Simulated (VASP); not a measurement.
# Titanium under strain, part 2 of 4

How does the pressure of Titanium answer to a change of volume? The bands are shown for each cell. All runs use PBEsol. This is not the structure that Ti takes at ambient conditions. The start is a cell from a database of measured crystal structures.

VASP 6.6.1; PBEsol; plane waves and PAW (Ti_sv).

Still holding for the runs below: The k-mesh is coarse for a metal.

So far, pressure (GPa): step 2 (reference run) -7.65; step 3 (bands, cell as listed) -7.66.

**4. Bands, volume times 1.04**

The cell is expanded evenly, with fractional positions held.

Contents of INCAR:

```
SYSTEM = Ti
PREC = Accurate
ENCUT = 400
EDIFF = 1E-06
NELM = 100
ISMEAR = -1
SIGMA = 0.05
LREAL = .FALSE.
ALGO = Normal
GGA = PS
NBANDS = 17
LASPH = .TRUE.
LORBIT = 11
LWAVE = .FALSE.
LCHARG = .FALSE.
KPAR = 2
```

Contents of POSCAR:

```
Ti
1.0
   -1.6625945817      1.6625945817      1.6625945817
    1.6625945817     -1.6625945817      1.6625945817
    1.6625945817      1.6625945817     -1.6625945817
Ti
1
Direct
    0.0000000000      0.0000000000      0.0000000000
```

Contents of KPOINTS:

```
Automatic mesh
0
Gamma
8 8 8
0 0 0
```

Contents of KPOINTS_OPT:

```
Line mode
16
Line-mode
Reciprocal
  0.00000000   0.00000000   0.00000000 GAMMA
  0.50000000  -0.50000000   0.50000000 H

  0.50000000  -0.50000000   0.50000000 H
  0.00000000   0.00000000   0.50000000 N

  0.00000000   0.00000000   0.50000000 N
  0.00000000   0.00000000   0.00000000 GAMMA

  0.00000000   0.00000000   0.00000000 GAMMA
  0.25000000   0.25000000   0.25000000 P

  0.25000000   0.25000000   0.25000000 P
  0.50000000  -0.50000000   0.50000000 H

  0.25000000   0.25000000   0.25000000 P
  0.00000000   0.00000000   0.50000000 N
```

Potentials, in the order of the species: Ti_sv (PBE family, release 64).

Run with:

```sh
$ mpirun -np 2 vasp_std
```

The log of the run:

```text
[... set-up lines as in an earlier step ...]
 entering main loop
       N       E                     dE             d eps       ncg     rms          rms(c)
DAV:   1     0.840975440792E+02    0.84098E+02   -0.49021E+03   986   0.706E+02
DAV:   2    -0.565211544020E+01   -0.89750E+02   -0.85765E+02  1077   0.216E+02
DAV:   3    -0.941535682358E+01   -0.37632E+01   -0.37369E+01  1181   0.462E+01
DAV:   4    -0.947326129339E+01   -0.57904E-01   -0.57854E-01  1119   0.550E+00
DAV:   5    -0.947403469055E+01   -0.77340E-03   -0.77333E-03  1115   0.574E-01    0.829E+00
DAV:   6    -0.817466941038E+01    0.12994E+01   -0.16571E+00  1021   0.172E+01    0.180E+00
DAV:   7    -0.817237186955E+01    0.22975E-02   -0.89393E-02  1215   0.179E+00    0.126E+00
DAV:   8    -0.817828972265E+01   -0.59179E-02   -0.44752E-02  1015   0.207E+00    0.280E-01
DAV:   9    -0.817708949925E+01    0.12002E-02   -0.30056E-03  1147   0.621E-01    0.868E-02
DAV:  10    -0.817722233202E+01   -0.13283E-03   -0.22006E-04  1049   0.100E-01    0.123E-02
DAV:  11    -0.817722146025E+01    0.87177E-06   -0.95383E-06  1211   0.187E-02
   1 F= -.81772215E+01 E0= -.81668938E+01  d E =-.206554E-01
 Start KPOINTS_OPT (optional k-point list driver)
k-point batch [1-29\96]
       N       E                     dE             ncg
DAV:   1    -0.397573940334E+04   -0.16218E+05     1026
DAV:   2    -0.646240807884E+04   -0.24867E+04     1092
DAV:   3    -0.656220313839E+04   -0.99795E+02     1137
DAV:   4    -0.656338881305E+04   -0.11857E+01     1089
DAV:   5    -0.656340927449E+04   -0.20461E-01     1136
DAV:   6    -0.656340987031E+04   -0.59581E-03     1119
DAV:   7    -0.656340989052E+04   -0.20219E-04     1084
DAV:   8    -0.656340989132E+04   -0.79694E-06      833
[...]
k-point batch [88-96\96]
       N       E                     dE             ncg
DAV:   1     0.935658645848E+04   -0.58005E+04      330
DAV:   2     0.862278626714E+04   -0.73380E+03      330
DAV:   3     0.859500690272E+04   -0.27779E+02      391
DAV:   4     0.859467581181E+04   -0.33109E+00      320
DAV:   5     0.859467259925E+04   -0.32126E-02      350
DAV:   6     0.859467255134E+04   -0.47909E-04      345
DAV:   7     0.859467255046E+04   -0.87649E-06      331
```

Run time: 5.4 s. Hardware: 2 MPI ranks of AMD EPYC 9R45, shared host; peak memory 0.2 GiB; 9.8 s of CPU time.

OUTCAR, selected parts (step 4):

```text
  LATTYP: Found a body centered cubic cell.
 ALAT       =     3.3251891634

The static configuration has the point symmetry O_h .

 Found     29 irreducible k-points:

   ENCUT  =  400.0 eV  29.40 Ry    5.42 a.u.   4.70  4.70  4.70*2*pi/ulx,y,z

   NELECT =      12.0000    total number of electrons

 E-fermi :   7.3975

 k-point     1 :       0.0000    0.0000    0.0000
  band No.  band energies     occupation
      1     -49.0023      2.00000
      2     -25.0223      2.00000
      3     -25.0223      2.00000
      4     -25.0223      2.00000
      5       1.5874      2.00000
      6       8.3290      0.00000
      7       8.3290      0.00000
      8       8.3290      0.00000
      9       9.9814      0.00000
     10       9.9814      0.00000
    ...

 k-point     2 :       0.1250    0.0000    0.0000
  band No.  band energies     occupation
      1     -48.9877      2.00000
      2     -25.1081      2.00000
      3     -25.0492      2.00000
      4     -25.0227      2.00000
      5       2.0811      2.00000
      6       8.1156      0.00000
      7       8.2419      0.00000
      8       8.6844      0.00000
      9       9.7762      0.00000
     10       9.9966      0.00000
    ...

  Total       -1.2580552     -1.2580552     -1.2580552     -0.0000000     -0.0000000      0.0000000
  in kB     -109.6455960   -109.6455960   -109.6455960     -0.0000000     -0.0000000      0.0000000
  external PRESSURE =    -109.6455960 kB  Pullay stress =       0.0000000 kB

  energy-cutoff  :      400.00
  volume of cell :       18.38
      direct lattice vectors                 reciprocal lattice vectors
    -1.662594582  1.662594582  1.662594582     0.000000000  0.300734771  0.300734771
     1.662594582 -1.662594582  1.662594582     0.300734771  0.000000000  0.300734771
     1.662594582  1.662594582 -1.662594582     0.300734771  0.300734771  0.000000000

 POSITION                                       TOTAL-FORCE (eV/Angst)
 -----------------------------------------------------------------------------------
      0.00000      0.00000      0.00000        -0.000000      0.000000      0.000000
 -----------------------------------------------------------------------------------
    total drift:                                0.000000     -0.000000      0.000000

  FREE ENERGIE OF THE ION-ELECTRON SYSTEM (eV)
  ---------------------------------------------------
  free  energy   TOTEN  =        -8.1772214603 eV

  energy  without entropy=       -8.1565660648  energy(sigma->0) =       -8.16689376

 total charge
# of ion       s       p       d       tot
------------------------------------------
    1        2.232   6.099   1.875  10.206

[... 4 parts as in an earlier step ...]

[... 6 further parts left out ...]
```

Numbers from this step:

- SCF cycles: 11
- free energy (TOTEN): -8.177 eV
- energy at zero smearing: -8.167 eV
- Fermi energy: 7.397 eV
- pressure: -10.96 GPa

The electronic bands at the labelled points (eV, zero at the Fermi level; # counts the bands kept, so #1 is VASP's band 5):

```csv
point,#1,#2,#3,#4,#5,#6
Γ,-5.81,0.93,0.93,0.93,2.58,2.58
0.47 of the way,-2.91,0.32,1.12,1.12,2.07,3.25
H,-1.93,-1.93,3.67,3.67,3.67,7.90
0.47 of the way,-1.42,-1.08,1.34,1.82,3.81,5.94
N,-2.32,-0.35,0.98,2.56,2.89,3.99
0.47 of the way,-3.81,0.18,0.38,2.33,2.40,2.69
Γ,-5.81,0.93,0.93,0.93,2.58,2.58
0.47 of the way,-3.49,0.01,0.01,2.57,2.57,2.97
P,-0.59,-0.59,-0.59,2.94,2.94,8.59
0.53 of the way,-0.91,-0.91,-0.01,2.85,2.85,7.60
H,-1.93,-1.93,3.67,3.67,3.67,7.90
jump to P,-0.59,-0.59,-0.59,2.94,2.94,8.59
0.47 of the way,-1.46,-0.57,0.06,2.76,2.92,5.80
N,-2.32,-0.35,0.98,2.56,2.89,3.99
```

The electronic bands as a text plot (rows in eV, shown from -5.8 to 2.5 only):

```
    2.3 | *    * *          *   *****     *
    2.0 |  * **         * **      *      *
    1.6 |   *   *       **         *                    *
    1.3 |  ** **                    *  **              *
    0.9 |*****           *   *      *****                       *
    0.6 |                   * **  **     *            *        *
    0.2 |     *           **    **        *                   *
   -0.1 |      *          ***  **          *                 *
   -0.5 |       *            **             **********     ******
   -0.8 |                *                    *  *****      *
   -1.1 |        *      *                    *        *      *
   -1.5 |        **    ***                             **
   -1.8 |       * *****   **                             **   *
   -2.2 |      *            **              *                  **
   -2.5 |                     **
   -2.9 |     *                 *          *
   -3.2 |
   -3.6 |    *
   -3.9 |                        *        *
   -4.3 |
   -4.6 |   *                     *      *
   -4.9 |                          *
   -5.3 |  *                            *
   -5.6 |**                         ****
         Γ           H       N        Γ         P        H|P    N
```

 The pressure is -10.96 GPa.

Of the bands kept, 2 cross the Fermi level on this path.

**5. Bands, volume times 1.08**

The cell is expanded evenly, with fractional positions held.

INCAR is that of step 4.

Contents of POSCAR:

```
Ti
1.0
   -1.6836423171      1.6836423171      1.6836423171
    1.6836423171     -1.6836423171      1.6836423171
    1.6836423171      1.6836423171     -1.6836423171
Ti
1
Direct
    0.0000000000      0.0000000000      0.0000000000
```

KPOINTS is that of step 4.

KPOINTS_OPT is that of step 4.

Run with:

```sh
$ mpirun -np 2 vasp_std
```

The log of the run:

```text
[... set-up lines as in an earlier step ...]
 entering main loop
       N       E                     dE             d eps       ncg     rms          rms(c)
DAV:   1     0.788437282754E+02    0.78844E+02   -0.50242E+03   986   0.701E+02
DAV:   2    -0.592119772766E+01   -0.84765E+02   -0.81312E+02  1045   0.209E+02
DAV:   3    -0.942771615734E+01   -0.35065E+01   -0.34798E+01  1148   0.453E+01
DAV:   4    -0.949580947509E+01   -0.68093E-01   -0.68059E-01  1143   0.592E+00
DAV:   5    -0.949697734340E+01   -0.11679E-02   -0.11678E-02  1123   0.691E-01    0.810E+00
DAV:   6    -0.812470149803E+01    0.13723E+01   -0.18811E+00  1021   0.176E+01    0.172E+00
DAV:   7    -0.812263787430E+01    0.20636E-02   -0.88281E-02  1182   0.172E+00    0.123E+00
DAV:   8    -0.812709704132E+01   -0.44592E-02   -0.41234E-02  1011   0.203E+00    0.259E-01
DAV:   9    -0.812599303433E+01    0.11040E-02   -0.27231E-03  1175   0.610E-01    0.828E-02
DAV:  10    -0.812610599748E+01   -0.11296E-03   -0.22421E-04  1057   0.111E-01    0.935E-03
DAV:  11    -0.812610488004E+01    0.11174E-05   -0.91927E-06  1198   0.230E-02    0.745E-03
DAV:  12    -0.812610492973E+01   -0.49690E-07   -0.15756E-06  1243   0.106E-02
   1 F= -.81261049E+01 E0= -.81149622E+01  d E =-.222855E-01
 Start KPOINTS_OPT (optional k-point list driver)
k-point batch [1-29\96]
       N       E                     dE             ncg
DAV:   1    -0.405873025253E+04   -0.16070E+05     1026
DAV:   2    -0.659980188628E+04   -0.25411E+04     1086
DAV:   3    -0.670136130464E+04   -0.10156E+03     1135
DAV:   4    -0.670286554282E+04   -0.15042E+01     1118
DAV:   5    -0.670289009457E+04   -0.24552E-01     1126
DAV:   6    -0.670289049130E+04   -0.39673E-03     1154
DAV:   7    -0.670289050136E+04   -0.10061E-04     1030
DAV:   8    -0.670289050164E+04   -0.27830E-06      857
[...]
k-point batch [88-96\96]
       N       E                     dE             ncg
DAV:   1     0.885735935127E+04   -0.55076E+04      306
DAV:   2     0.805819997964E+04   -0.79916E+03      347
DAV:   3     0.802883475930E+04   -0.29365E+02      348
DAV:   4     0.802851073177E+04   -0.32403E+00      329
DAV:   5     0.802850714425E+04   -0.35875E-02      342
DAV:   6     0.802850708748E+04   -0.56766E-04      351
DAV:   7     0.802850708641E+04   -0.10736E-05      349
DAV:   8     0.802850708639E+04   -0.18803E-07      224
```

Wall time 5.6 s (2 MPI ranks); peak memory 0.2 GiB.

Parts of OUTCAR (step 5):

```text
   ENCUT  =  400.0 eV  29.40 Ry    5.42 a.u.   4.76  4.76  4.76*2*pi/ulx,y,z

   NELECT =      12.0000    total number of electrons

 E-fermi :   7.0362

 k-point     1 :       0.0000    0.0000    0.0000
  band No.  band energies     occupation
      1     -49.4433      2.00000
      2     -25.4966      2.00000
      3     -25.4966      2.00000
      4     -25.4966      2.00000
      5       1.3043      2.00000
      6       7.9293      0.00000
      7       7.9293      0.00000
      8       7.9293      0.00000
      9       9.5040      0.00000
     10       9.5040      0.00000
    ...

  Total       -1.6139462     -1.6139462     -1.6139462      0.0000000      0.0000000     -0.0000000
  in kB     -135.4534708   -135.4534708   -135.4534708      0.0000000      0.0000000     -0.0000000
  external PRESSURE =    -135.4534708 kB  Pullay stress =       0.0000000 kB

 POSITION                                       TOTAL-FORCE (eV/Angst)
 -----------------------------------------------------------------------------------
      0.00000      0.00000      0.00000         0.000000     -0.000000      0.000000
 -----------------------------------------------------------------------------------
    total drift:                                0.000000     -0.000000      0.000000

  FREE ENERGIE OF THE ION-ELECTRON SYSTEM (eV)
  ---------------------------------------------------
  free  energy   TOTEN  =        -8.1261049297 eV

  energy  without entropy=       -8.1038193932  energy(sigma->0) =       -8.11496216

[... 4 parts as in an earlier step ...]

[... 12 further parts left out ...]
```

This step gave:

```
SCF cycles              : 12
free energy (TOTEN)     : -8.126 eV
energy at zero smearing : -8.115 eV
Fermi energy            : 7.036 eV
pressure                : -13.55 GPa
```

The electronic bands at the labelled points (eV, zero at the Fermi level; # counts the bands kept, so #1 is VASP's band 5):

```csv
point,#1,#2,#3,#4,#5,#6
Γ,-5.73,0.89,0.89,0.89,2.47,2.47
0.47 of the way,-2.89,0.34,1.07,1.07,1.98,3.09
H,-1.82,-1.82,3.49,3.49,3.49,7.62
0.53 of the way,-1.39,-0.81,0.93,1.64,3.66,5.24
N,-2.25,-0.33,0.89,2.44,2.75,3.80
0.47 of the way,-3.77,0.18,0.37,2.23,2.29,2.57
Γ,-5.73,0.89,0.89,0.89,2.47,2.47
0.47 of the way,-3.47,0.02,0.02,2.45,2.45,2.82
P,-0.58,-0.58,-0.58,2.80,2.80,8.26
0.47 of the way,-0.71,-0.71,-0.40,2.66,2.66,7.19
H,-1.82,-1.82,3.49,3.49,3.49,7.62
jump to P,-0.58,-0.58,-0.58,2.80,2.80,8.26
0.47 of the way,-1.41,-0.54,0.02,2.63,2.78,5.54
N,-2.25,-0.33,0.89,2.44,2.75,3.80
```

The electronic bands as a text plot (rows in eV, shown from -5.7 to 2.4 only):

```
    2.2 | *    * *          *   *****     *
    1.9 |  * **         * **      *      *
    1.5 |   *   *       **         *                    *
    1.2 |  ** **                    *  **              *
    0.9 |*****           *   *     ******                       *
    0.5 |                   * ** ***     *            *        *
    0.2 |     *           **    **        *                   *
   -0.2 |      *          * *****          **               **
   -0.5 |       *                            *********     ******
   -0.8 |                *                    *  *****      *
   -1.2 |        *      *                    *        **     *
   -1.5 |        ***  *****                             *
   -1.8 |       *  ***     *                             **   **
   -2.2 |      *            ***             *                   *
   -2.5 |                      *
   -2.9 |     *                 *          *
   -3.2 |
   -3.5 |    *
   -3.9 |                        *        *
   -4.2 |
   -4.6 |   *                     *      *
   -4.9 |                          *
   -5.2 |  *                            *
   -5.6 |**                         ****
         Γ           H       N        Γ         P        H|P    N
```

 The pressure is -13.55 GPa.

Of the bands kept, 2 cross the Fermi level on this path.

(Continued in part 3 of 4.)

[Lines on the potential files, build, host, timing and source positions are cut from VASP's logs without a mark.]

[Logs are printed without paths, hosts, clocks, repeated set-up lines and the standing remarks that a program may print on its own settings, such as how far it seeks lower states.]

[Hosts, paths, dates, database ids (printed as entryN), source tags and the programs' standing remarks are cut or masked in the printed files.]

[A measured line is paired with the nearest computed mode of its activity, which favours agreement.]
